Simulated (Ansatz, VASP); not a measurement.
# O (O2 molecule) in two plane-wave programs, part 2 of 2

Wanted: the spread between two codes on one cell, functional and k mesh. The cell is taken from a series of runs on this material, whose earlier steps may have relaxed, scaled, displaced or heated it; both programs get it as it stands.

VASP 6.6.1 and Ansatz 0.2.0.

So far: Starting point; Ansatz: relaxation of the atoms, r2SCAN.

**3. VASP: relaxation of the atoms, r2SCAN**

Level of this step: r2SCAN, spin-polarised from a ferromagnetic start; plane waves and PAW (O) (VASP).

The same cell, functional and mesh now go to VASP, with its own data sets.

Lines of VASP's logs that name or quote its potential files are left out, and so is its time.

Input file INCAR:

```
SYSTEM = O
PREC = Accurate
ENCUT = 580
EDIFF = 1E-07
NELM = 200
ISMEAR = 0
SIGMA = 0.01
LREAL = .FALSE.
ALGO = Normal
METAGGA = R2SCAN
LASPH = .TRUE.
NBANDS = 14
ISPIN = 2
MAGMOM = 0.57 0.57
LORBIT = 11
LWAVE = .FALSE.
LCHARG = .FALSE.
ISIF = 2
NUPDOWN = 2
IBRION = 2
NSW = 80
EDIFFG = -0.01
GGA_COMPAT = .FALSE.
NELMIN = 4
LMIXTAU = .TRUE.
```

Input file POSCAR:

```
O
1.0
   12.0000000000      0.0000000000      0.0000000000
    0.0000000000     12.5000000000      0.0000000000
    0.0000000000      0.0000000000     13.0000000000
O
2
Direct
    0.4500000000      0.4700000000      0.4526923077
    0.4500000000      0.4700000000      0.5473076923
```

Input file KPOINTS:

```
Automatic mesh
0
Gamma
1 1 1
0 0 0
```

PAW data sets: O (PBE family, release 64).

Run with:

```sh
mpirun -np 1 vasp_gam
```

Numbers of over 12 decimals in the logs are rounded to 6 here.

The program printed:

```text
[banner, memory and clock lines left out]
running    1 mpi-ranks, on    1 nodes
 distrk:  each k-point on    1 cores,    1 groups
 distr:  one band on    1 cores,    1 groups

 POSCAR found type information on POSCAR O
 POSCAR found :  1 types and       2 ions
|                                                                             |
|               ----> ADVICE to this user running VASP <----                  |
|                                                                             |
|     You enforced a specific xc type in the INCAR file but a different       |
|     [... a line on the potential file left out ...]
|     I HOPE YOU KNOW WHAT YOU ARE DOING!                                     |
|                                                                             |

 LDA part: xc-table for (None), standard interpolation
 POSCAR, INCAR and KPOINTS ok, starting setup
 FFT: planning ... GRIDC
 FFT: planning ... GRID_SOFT
 FFT: planning ... GRID
 WAVECAR not read
 entering main loop
       N       E                     dE             d eps       ncg     rms          rms(c)
DAV:   1     0.129392414786E+03    0.12939E+03   -0.26730E+03    72   0.446E+02
DAV:   2     0.315573068604E+02   -0.97835E+02   -0.96329E+02    86   0.103E+02
DAV:   3    -0.133689851690E+02   -0.44926E+02   -0.44429E+02   112   0.725E+01
DAV:   4    -0.159210776932E+02   -0.25521E+01   -0.25424E+01    76   0.209E+01
DAV:   5    -0.159952258334E+02   -0.74148E-01   -0.74147E-01    68   0.315E+00    0.767E+00
DAV:   6    -0.134316217107E+02    0.25636E+01   -0.31442E+00    62   0.135E+01    0.295E+00
DAV:   7    -0.121975770018E+02    0.12340E+01   -0.44097E-01    68   0.553E+00    0.158E+00
DAV:   8    -0.128647616691E+02   -0.66718E+00   -0.34485E-01    56   0.388E+00    0.571E-01
DAV:   9    -0.120776148651E+02    0.78715E+00   -0.14098E-01    62   0.291E+00    0.250E-01
DAV:  10    -0.119122911649E+02    0.16532E+00   -0.39603E-02    56   0.143E+00    0.155E-01
DAV:  11    -0.119224390094E+02   -0.10148E-01   -0.19150E-02    56   0.107E+00    0.809E-02
DAV:  12    -0.118935229982E+02    0.28916E-01   -0.27427E-03    56   0.470E-01    0.254E-02
DAV:  13    -0.118658208493E+02    0.27702E-01   -0.81853E-03    56   0.876E-01    0.211E-02
DAV:  14    -0.118651159712E+02    0.70488E-03   -0.18278E-03    56   0.453E-01    0.195E-02
[...]
DAV:  24    -0.118652484202E+02   -0.12901E-04   -0.13877E-05    56   0.453E-02    0.609E-04
DAV:  25    -0.118652423280E+02    0.60922E-05   -0.26987E-06    68   0.215E-02    0.335E-04
DAV:  26    -0.118652514912E+02   -0.91631E-05   -0.33860E-06    56   0.247E-02    0.336E-04
DAV:  27    -0.118652530580E+02   -0.15669E-05   -0.30165E-06    56   0.237E-02    0.313E-04
DAV:  28    -0.118652527868E+02    0.27123E-06   -0.20243E-06    56   0.193E-02    0.139E-04
DAV:  29    -0.118652531446E+02   -0.35779E-06   -0.10749E-06    56   0.141E-02    0.924E-05
DAV:  30    -0.118652534028E+02   -0.25822E-06   -0.94995E-07    56   0.133E-02    0.329E-05
DAV:  31    -0.118652534248E+02   -0.21976E-07   -0.12510E-07    56   0.502E-03
   1 F= -.11865253E+02 E0= -.11865253E+02  d E =-.118653E+02  mag=     2.0000
 curvature:   0.00 expect dE= 0.000E+00 dE for cont linesearch  0.000E+00
 trial: gam= 0.00000 g(F)=  0.352E-01 g(S)=  0.000E+00 ort = 0.000E+00 (trialstep = 0.100E+01)
 search vector abs. value=  0.352E-01
 bond charge predicted
       N       E                     dE             d eps       ncg     rms          rms(c)
DAV:   1    -0.117147814181E+02    0.15047E+00   -0.11009E+01    68   0.242E+01    0.129E+00
DAV:   2    -0.118209031040E+02   -0.10612E+00   -0.22623E-01    56   0.407E+00    0.574E-01
DAV:   3    -0.117807299313E+02    0.40173E-01   -0.30870E-02    56   0.162E+00    0.279E-01
DAV:   4    -0.117396904757E+02    0.41039E-01   -0.12345E-02    56   0.918E-01    0.878E-02
DAV:   5    -0.117545982965E+02   -0.14908E-01   -0.84015E-03    56   0.695E-01    0.486E-02
DAV:   6    -0.117531225123E+02    0.14758E-02   -0.28440E-03    56   0.491E-01    0.196E-02
DAV:   7    -0.117528315784E+02    0.29093E-03   -0.78163E-04    56   0.261E-01    0.847E-03
DAV:   8    -0.117527500049E+02    0.81573E-04   -0.14751E-04    56   0.110E-01    0.345E-03
DAV:   9    -0.117529623366E+02   -0.21233E-03   -0.74799E-05    56   0.795E-02    0.221E-03
DAV:  10    -0.117529720613E+02   -0.97248E-05   -0.38521E-05    56   0.619E-02    0.148E-03
DAV:  11    -0.117530398905E+02   -0.67829E-04   -0.13011E-05    56   0.393E-02    0.875E-04
DAV:  12    -0.117530547227E+02   -0.14832E-04   -0.50940E-06    56   0.264E-02    0.558E-04
DAV:  13    -0.117530616428E+02   -0.69201E-05   -0.84872E-06    56   0.370E-02    0.413E-04
DAV:  14    -0.117530650695E+02   -0.34267E-05   -0.25499E-06    56   0.201E-02    0.284E-04
DAV:  15    -0.117530684938E+02   -0.34244E-05   -0.38898E-06    56   0.238E-02    0.207E-04
DAV:  16    -0.117530701214E+02   -0.16275E-05   -0.11415E-06    56   0.132E-02    0.148E-04
DAV:  17    -0.117530703942E+02   -0.27279E-06   -0.59802E-07    56   0.104E-02    0.629E-05
DAV:  18    -0.117530704991E+02   -0.10497E-06   -0.27791E-07    56   0.722E-03    0.466E-05
DAV:  19    -0.117530706533E+02   -0.15412E-06   -0.38652E-07    56   0.834E-03    0.222E-05
DAV:  20    -0.117530706885E+02   -0.35243E-07   -0.15308E-07    56   0.539E-03
   2 F= -.11753071E+02 E0= -.11753071E+02  d E =0.112183E+00  mag=     2.0000
 trial-energy change:    0.112183  1 .order    0.123448   -0.035205    0.282101
 step:   0.1360(harm=  0.1110)  dis= 0.00396  next Energy=   -11.867675 (dE=-0.242E-02)
 bond charge predicted
       N       E                     dE             d eps       ncg     rms          rms(c)
DAV:   1    -0.118763010435E+02   -0.12323E+00   -0.82953E+00    56   0.209E+01    0.111E+00
DAV:   2    -0.118502250250E+02    0.26076E-01   -0.16811E-01    56   0.345E+00    0.482E-01
DAV:   3    -0.118542744285E+02   -0.40494E-02   -0.24253E-02    68   0.133E+00    0.239E-01
DAV:   4    -0.118784578767E+02   -0.24183E-01   -0.14789E-02    56   0.102E+00    0.759E-02
DAV:   5    -0.118652085901E+02    0.13249E-01   -0.78989E-03    56   0.741E-01    0.396E-02
DAV:   6    -0.118660668312E+02   -0.85824E-03   -0.11615E-03    56   0.294E-01    0.146E-02
DAV:   7    -0.118674461801E+02   -0.13793E-02   -0.56127E-04    56   0.191E-01    0.630E-03
DAV:   8    -0.118674622315E+02   -0.16051E-04   -0.93590E-05    56   0.775E-02    0.268E-03
DAV:   9    -0.118675343380E+02   -0.72106E-04   -0.26643E-05    56   0.439E-02    0.154E-03
DAV:  10    -0.118675933139E+02   -0.58976E-04   -0.23358E-05    56   0.517E-02    0.886E-04
DAV:  11    -0.118676195688E+02   -0.26255E-04   -0.10517E-05    56   0.315E-02    0.688E-04
DAV:  12    -0.118676337609E+02   -0.14192E-04   -0.70307E-06    56   0.313E-02    0.476E-04
DAV:  13    -0.118676407874E+02   -0.70265E-05   -0.41078E-06    56   0.262E-02    0.306E-04
DAV:  14    -0.118676431551E+02   -0.23678E-05   -0.14286E-06    56   0.154E-02    0.203E-04
DAV:  15    -0.118676446810E+02   -0.15259E-05   -0.23078E-06    56   0.200E-02    0.142E-04
DAV:  16    -0.118676457949E+02   -0.11139E-05   -0.11251E-06    56   0.145E-02    0.113E-04
DAV:  17    -0.118676460459E+02   -0.25100E-06   -0.36254E-07    56   0.781E-03    0.887E-05
DAV:  18    -0.118676461865E+02   -0.14057E-06   -0.26006E-07    56   0.705E-03    0.399E-05
DAV:  19    -0.118676462055E+02   -0.19002E-07   -0.10244E-07    56   0.449E-03
   3 F= -.11867646E+02 E0= -.11867646E+02  d E =-.239278E-02  mag=     2.0000
 curvature:  -0.06 expect dE=-0.193E-06 dE for cont linesearch -0.193E-06
 trial: gam= 0.00000 g(F)=  0.348E-05 g(S)=  0.000E+00 ort =-0.350E-03 (trialstep = 0.827E+00)
 search vector abs. value=  0.348E-05
 reached required accuracy - stopping structural energy minimisation
```

OUTCAR, selected parts (step 3):

```text
ion  position               nearest neighbor table
   1  0.450  0.470  0.453-   2 1.23
   2  0.450  0.470  0.547-   1 1.23

  LATTYP: Found a simple orthorhombic cell.
 ALAT       =    12.0000000000
 B/A-ratio  =     1.0416666667
 C/A-ratio  =     1.0833333333

 Subroutine GETGRP returns: Found  8 space group operations
 (whereof  2 operations were pure point group operations)

The static configuration has the point symmetry C_1h.
 The point group associated with its full space group is D_2h.

 Found      1 irreducible k-points:

   k-points           NKPTS =      1   k-points in BZ     NKDIM =      1   number of bands    NBANDS=     14

   dimension x,y,z NGX =    96 NGY =   98 NGZ =  108
   dimension x,y,z NGXF=   192 NGYF=  196 NGZF=  216

   ENCUT  =  580.0 eV  42.63 Ry    6.53 a.u.  23.56 24.55 25.53*2*pi/ulx,y,z

   NELECT =      12.0000    total number of electrons

 k-points in reciprocal lattice and weights: Automatic mesh
   0.00000000  0.00000000  0.00000000       1.000

 average (electrostatic) potential at core
       1 -87.4162       2 -87.4162

 E-fermi : -11.5767

 spin component 1
 k-point     1 :       0.0000    0.0000    0.0000
  band No.  band energies     occupation
    ...
      3     -14.1321      1.00000
      4     -14.1320      1.00000
      5     -13.9387      1.00000
      6      -7.5286      1.00000
      7      -7.5286      1.00000
      8       0.0249      0.00000
      9       0.8573      0.00000
     10       0.9016      0.00000
     11       0.9757      0.00000
     12       1.0080      0.00000
    ...

 spin component 2
 k-point     1 :       0.0000    0.0000    0.0000
  band No.  band energies     occupation
      1     -32.8833      1.00000
      2     -19.5384      1.00000
      3     -12.8534      1.00000
      4     -11.6278      1.00000
      5     -11.6278      1.00000
      6      -4.0821      0.00000
      7      -4.0821      0.00000
      8       0.0550      0.00000
      9       0.9262      0.00000
     10       0.9328      0.00000
    ...

  Total       -0.0758862     -0.0743977     -0.0935137      0.0000000      0.0000000      0.0000000
  in kB       -0.0623504     -0.0611274     -0.0768336      0.0000000      0.0000000      0.0000000
  external PRESSURE =      -0.0667704 kB  Pullay stress =       0.0000000 kB

  energy-cutoff  :      580.00
  volume of cell :     1950.00
      direct lattice vectors                 reciprocal lattice vectors
    12.000000000  0.000000000  0.000000000     0.083333333  0.000000000  0.000000000
     0.000000000 12.500000000  0.000000000     0.000000000  0.080000000  0.000000000
     0.000000000  0.000000000 13.000000000     0.000000000  0.000000000  0.076923077

 POSITION                                       TOTAL-FORCE (eV/Angst)
 -----------------------------------------------------------------------------------
      5.40000      5.87500      5.88896         0.000000      0.000000     -0.006004
      5.40000      5.87500      7.11104         0.000000      0.000000      0.006004
 -----------------------------------------------------------------------------------
    total drift:                               -0.000052     -0.000013      0.000000

  FREE ENERGIE OF THE ION-ELECTRON SYSTEM (eV)
  ---------------------------------------------------
  free  energy   TOTEN  =       -11.8676462055 eV

  energy  without entropy=      -11.8676462055  energy(sigma->0) =      -11.86764621

 reached required accuracy - stopping structural energy minimisation

 total charge
# of ion       s       p       d       tot
------------------------------------------
    1        1.611   3.305   0.000   4.916
    2        1.611   3.305   0.000   4.916
--------------------------------------------------
tot          3.222   6.609   0.000   9.831

 magnetization (x)
# of ion       s       p       d       tot
------------------------------------------
    1        0.015   0.819   0.000   0.834
    2        0.015   0.819   0.000   0.834
--------------------------------------------------
tot          0.030   1.638   0.000   1.668
```

The run keeps the 8 symmetry operations of its start, so it cannot find a distortion of lower symmetry.

**4. Comparison**

Known differences besides the potentials themselves: VASP starts from the moments at which Ansatz ended; VASP keeps PBE cores, Ansatz makes them for the functional; fixed occupations in Ansatz, narrow Gaussian smearing in VASP; the cutoff is 500 eV in Ansatz and 580 eV in VASP; site moments are counted in spheres of each program's own size. Total energies have different zeros and are not compared.

Compared:

| quantity | Ansatz | VASP | difference |
| --- | --- | --- | --- |
| volume (Å³) | 1950.00 | 1950.00 | +0.00 % |
| edge a after relaxation, in the typed setting (Å) | 12.000 | 12.000 | +0.00 % |
| edge b after relaxation, in the typed setting (Å) | 12.500 | 12.500 | +0.00 % |
| edge c after relaxation, in the typed setting (Å) | 13.000 | 13.000 | +0.00 % |
| total moment, fixed by the input (μB) | 2.00 | 2.00 | 0.00 |
| moment on O1 (μB) | 0.57 | 0.83 | -0.26 |
| moment on O2 (μB) | 0.57 | 0.83 | -0.26 |

**5. Results**

| Quantity | Value |
| --- | --- |
| difference in moment on O1 (relaxation of the atoms, r2SCAN) | -0.26 μB |

The difference in moment on O1 is -0.26 μB (relaxation of the atoms, r2SCAN). Such differences can come from data sets, numerical settings and the points named under the comparisons, not from the functional's error against experiment.

[Lines on the potential files, build, host, timing and source positions are cut from VASP's logs without a mark.]

[Logs are printed without paths, hosts, clocks, repeated set-up lines and the standing remarks that a program may print on its own settings, such as how far it seeks lower states.]

[Hosts, paths, dates, database ids (printed as entryN), source tags and the programs' standing remarks are cut or masked in the printed files.]
